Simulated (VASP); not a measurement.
VASP input:

**INCAR**
```
ALGO  =  Normal
EDIFF  =  1E-7
ENCUT  =  520
GGA  =  PS
ISIF  =  2
ISMEAR  =  -5
LASPH  =  .True.
LCHARG  =  .True.
LEFG  =  .True.
LORBIT  =  11
LREAL  =  .False.
LWAVE  =  .False.
NEDOS  =  601
NELM  =  100
PREC  =  Accurate
SYSTEM  =  SiO2
```

POSCAR:
```
SiO2
1
   -2.4898327102     2.4898327102     3.6737647069
    2.4898327102    -2.4898327102     3.6737647069
    2.4898327102     2.4898327102    -3.6737647069
Si O
2 4
Direct
  0.0000000000   0.0000000000   0.0000000000
  0.7500000000   0.2500000000   0.5000000000
  0.3750000000   0.2224498687   0.3474498687
  0.7775501313   0.1250000000   0.1525501313
  0.8750000000   0.0275501313   0.6525501313
  0.9724498687   0.6250000000   0.8474498687
```

### KPOINTS
```
Regular mesh
0
G
7 7 7
```

POTCAR, in this order: Si O (PBE.64 set). Program: vasp_std.

### Question
Write an equivalent input for Quantum ESPRESSO's pw.x.

### Answer
One equivalent input (not run):
```
&CONTROL
  calculation = 'scf'
  pseudo_dir = './pseudo'
  outdir = './out'
  tprnfor = .true.
  tstress = .true.
/
&SYSTEM
  ibrav = 0
  nat = 6
  ntyp = 2
  ecutwfc = 84
  occupations = 'tetrahedra'
  input_dft = 'pbesol'
/
&ELECTRONS
  conv_thr = 7.3e-09
  electron_maxstep = 100
/
ATOMIC_SPECIES
  Si 28.085 Si.upf
  O 15.999 O.upf
CELL_PARAMETERS angstrom
    -2.4898327    2.4898327    3.6737647
     2.4898327   -2.4898327    3.6737647
     2.4898327    2.4898327   -3.6737647
ATOMIC_POSITIONS crystal
  Si   0.0000000  0.0000000  0.0000000
  Si   0.7500000  0.2500000  0.5000000
  O    0.3750000  0.2224499  0.3474499
  O    0.7775501  0.1250000  0.1525501
  O    0.8750000  0.0275501  0.6525501
  O    0.9724499  0.6250000  0.8474499
K_POINTS automatic
  7 7 7 0 0 0
```
The two are equivalent in intent, not identical: the potentials are each code's own (VASP's PAW set, PseudoDojo norm-conserving files in pw.x), so ENCUT and ecutwfc are chosen apart and not converted; conv_thr bounds pw.x's estimated SCF error, while EDIFF bounds the energy change between steps; the field gradients of LEFG aren't asked of the other code.

The structure comes from a computed database's SiO2 entry (I-42d); how it stands against other phases isn't given here. It was relaxed first.
